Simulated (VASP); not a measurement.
A run of VASP 6.6.1 is set up as follows.

The input INCAR:

```
ALGO = Normal
EDIFF = 1E-7
ENCUT = 520
GGA = PE
ISIF = 2
ISMEAR = -1
LASPH = T
LCHARG = F
LREAL = F
LWAVE = F
NBANDS = 34
NELM = 100
PREC = Accurate
SIGMA = 0.05
```

KPOINTS

```
k-points
0
Gamma
  4 4 6
```

POSCAR

```
Te3Se
1.0
    7.8600859342      0.0000000000      0.0000000000
   -3.9300429671      6.8070340950      0.0000000000
    0.0000000000      0.0000000000      4.3021640000
Te Se
6 2
Direct
    0.1712600050      0.3425200100      0.2500000000
    0.1712600050      0.8287399950      0.2500000000
    0.6574799900      0.8287399950      0.2500000000
    0.8287399950      0.6574799900      0.7500000000
    0.8287399950      0.1712600050      0.7500000000
    0.3425200100      0.1712600050      0.7500000000
    0.3333333333      0.6666666667      0.7500000000
    0.6666666667      0.3333333333      0.2500000000
```

Potentials or basis: VASP PAW PBE potentials, release 64 (Te, Se).

Launch:

```console
$ cat potpaw_PBE.64/Te/POTCAR potpaw_PBE.64/Se/POTCAR > POTCAR
$ mpirun -np 1 vasp_std > vasp.out
```

Problem. Predict the band gap on the k mesh.

Solution. None (metal or under the smearing width).

Problem. Predict the pressure.

Solution. 0.1 GPa.

Problem. What does it give for the largest force?

Solution. 0.003 eV/Å.

Stress tensor (GPa, compression positive):
```
 0.26  0.00  0.00
 0.00  0.26  0.00
 0.00  0.00 -0.30
```

The run has no spin-orbit coupling, so splittings on Te are missing.
